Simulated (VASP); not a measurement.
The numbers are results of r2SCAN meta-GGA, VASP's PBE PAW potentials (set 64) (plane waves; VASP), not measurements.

The input files of a VASP run:

File POSCAR:
```
HfGe
1
    4.0611722161     0.0000000000     0.0000000000
   -2.0305861080     3.5170780348     0.0000000000
    0.0000000000     0.0000000000     2.9688663418
Hf Ge
1 1
Direct
  0.0000000000   0.0000000000   0.0000000000
  0.6666670000   0.3333330000   0.5000000000
```

File KPOINTS:
```
Automatic
0
Gamma
 9 9 11
```

INCAR:
```
ALGO  =  Normal
EDIFF  =  1E-6
EDIFFG  =  -0.01
ENCUT  =  400
IBRION  =  2
ISIF  =  3
ISMEAR  =  1
LASPH  =  T
LCHARG  =  F
LMAXMIX  =  6
LMIXTAU  =  T
LREAL  =  F
LWAVE  =  F
METAGGA  =  R2SCAN
NELM  =  100
NSW  =  60
PREC  =  Accurate
SIGMA  =  0.1
SYSTEM  =  HfGe
```

POTCAR, in this order: Hf_pv Ge_d (PBE.64 set). Program: vasp_std.

Unless said otherwise, spin-orbit coupling is left out, though it shifts the bands of the heavy elements here.

What does the run give for the energy per atom (σ→0), volume per atom, band gap (on the k-mesh)?

```yaml
energy per atom (σ→0): -29888 meV/atom
band gap (on the k-mesh): none (metal, semimetal or under 0.01 eV)
volume_per_atom: 21.30 Å^3/atom
```

**OSZICAR**
```
...
       N       E                     dE             d eps       ncg     rms          rms(c)
DAV:   1    -0.597768142144E+02   -0.56351E-03   -0.15178E-02  2704   0.134E+00    0.166E-01
DAV:   2    -0.597764210016E+02    0.39321E-03   -0.59642E-04  2920   0.265E-01    0.780E-02
DAV:   3    -0.597762947454E+02    0.12626E-03   -0.22461E-04  2920   0.159E-01    0.298E-02
DAV:   4    -0.597762890824E+02    0.56630E-05   -0.30461E-05  2904   0.401E-02    0.311E-02
DAV:   5    -0.597762902283E+02   -0.11459E-05   -0.46509E-06  2256   0.205E-02    0.173E-02
DAV:   6    -0.597762904072E+02   -0.17884E-06   -0.17369E-06  1864   0.130E-02
   5 F= -.59776290E+02 E0= -.59776537E+02  d E =-.416302E-03
```

The structure was generated: HfGe was put into the WC type (P-6m2), which need not be its known phase. This run relaxes it. Symmetry was kept, so distortions that lower it aren't found. The start is the result of an earlier pass.
